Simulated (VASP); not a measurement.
An input for Ansatz (written as the equivalent of a VASP run, and not itself run):

Ansatz 0.2 input:
```yaml
crystal:
  lattice:
    - [1.5453000, -2.6765380, 0.0000000]
    - [1.5453000, 2.6765380, 0.0000000]
    - [0.0000000, 0.0000000, 3.2946000]
  atoms:
    - { symbol: Ti, position: [0.0000000, 0.0000000, 0.0000000] }
    - { symbol: B, position: [0.3333330, 0.6666670, 0.5000000] }
    - { symbol: B, position: [0.6666670, 0.3333330, 0.5000000] }
kpoints:
  mp_grid: { grid: [9, 9, 7] }
hamiltonian:
  xc: pbe
  pseudopotentials: { kind: paw }
scf:
  occupations: { method: methfessel_paxton, width: 0.1 }
  max_iter: 100
output: { forces: true, stress: true, eigenvalues: true }
```

Task: Translate this input to VASP (INCAR, KPOINTS, POSCAR, choice of POTCAR).

Result: This is not unique; one that fits is 
INCAR:
```
SYSTEM = TiB2
PREC = Accurate; ENCUT = 520; LREAL = .FALSE.
LASPH = .TRUE.
EDIFF = 1E-6; NELM = 100; ALGO = Normal
LMAXMIX = 4
ISMEAR = 1; SIGMA = 0.1
GGA = PE
ISIF = 2
LWAVE = .FALSE.; LCHARG = .FALSE.
```

**POSCAR**
```
TiB2
1
    1.5453000000    -2.6765380000     0.0000000000
    1.5453000000     2.6765380000     0.0000000000
    0.0000000000     0.0000000000     3.2946000000
Ti B
1 2
Direct
  0.0000000000   0.0000000000   0.0000000000
  0.3333330000   0.6666670000   0.5000000000
  0.6666670000   0.3333330000   0.5000000000
```

KPOINTS:
```
Automatic mesh
0
Gamma
9 9 7
0 0 0
```

POTCAR, in this order: Ti_sv B (PBE.64 set). Program: vasp_std.

The two are equivalent in intent, not identical: each code has its own PAW files, so the cut-off isn't converted (ENCUT is set for VASP's; basis.ecutwfc is left out, and Ansatz then takes the one that its files recommend); Ansatz stops its SCF on the density residual and VASP on the energy change (EDIFF).

The compound is TiB2 in the AlB2 type structure. The cell was not relaxed at this level.
